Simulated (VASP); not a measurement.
An input for Ansatz (written as the equivalent of a VASP run, and not itself run):

Ansatz 0.2 input:
```yaml
crystal:
  lattice:
    - [0.0000000, 2.9902710, 2.9902710]
    - [2.9902710, 0.0000000, 2.9902710]
    - [2.9902710, 2.9902710, 0.0000000]
  atoms:
    - { symbol: As, position: [0.0000000, 0.0000000, 0.0000000] }
    - { symbol: Tc, position: [0.5000000, 0.5000000, 0.5000000] }
    - { symbol: Tc, position: [0.2500000, 0.2500000, 0.2500000] }
    - { symbol: Tc, position: [0.7500000, 0.7500000, 0.7500000] }
kpoints:
  mp_grid: { grid: [8, 8, 8] }
hamiltonian:
  xc: pbesol
  pseudopotentials: { kind: paw }
scf:
  occupations: { method: methfessel_paxton, width: 0.1 }
  max_iter: 100
output: { forces: true, stress: true, eigenvalues: true }
```

Question: Write the VASP files for the same calculation (PBEsol).

Answer: This is not unique; one that fits is 
### POSCAR
```
Tc3As
4.2288820
  0.0000000000   0.7071067447   0.7071067447
  0.7071067447   0.0000000000   0.7071067447
  0.7071067447   0.7071067447   0.0000000000
As Tc
1 3
Direct
  0.0000000000   0.0000000000   0.0000000000
  0.5000000000   0.5000000000   0.5000000000
  0.2500000000   0.2500000000   0.2500000000
  0.7500000000   0.7500000000   0.7500000000
```

INCAR:
```
SYSTEM  =  Tc3As
PREC  =  Accurate; ENCUT  =  480; LREAL  =  .False.
LASPH  =  .True.
EDIFF  =  1E-7; NELM  =  100; ALGO  =  Normal
LMAXMIX  =  4
ISMEAR  =  1; SIGMA  =  0.1
GGA  =  PS
ISIF  =  2
LWAVE  =  .False.; LCHARG  =  .False.
```

### KPOINTS
```
K-points
0
G
  8 8 8
0 0 0
```

POTCAR, in this order: As Tc_pv (PBE.64 set). Program: vasp_std.

Limits of the translation: each code has its own PAW files, so the cut-off isn't converted (ENCUT is set for VASP's; basis.ecutwfc is left out, and Ansatz then takes the one that its files recommend); Ansatz stops its SCF on the density residual and VASP on the energy change (EDIFF).

The structure was generated: Tc3As was put into the D03 type (Fm-3m), which need not be its known phase. This cell was strained or had an atom moved on purpose.
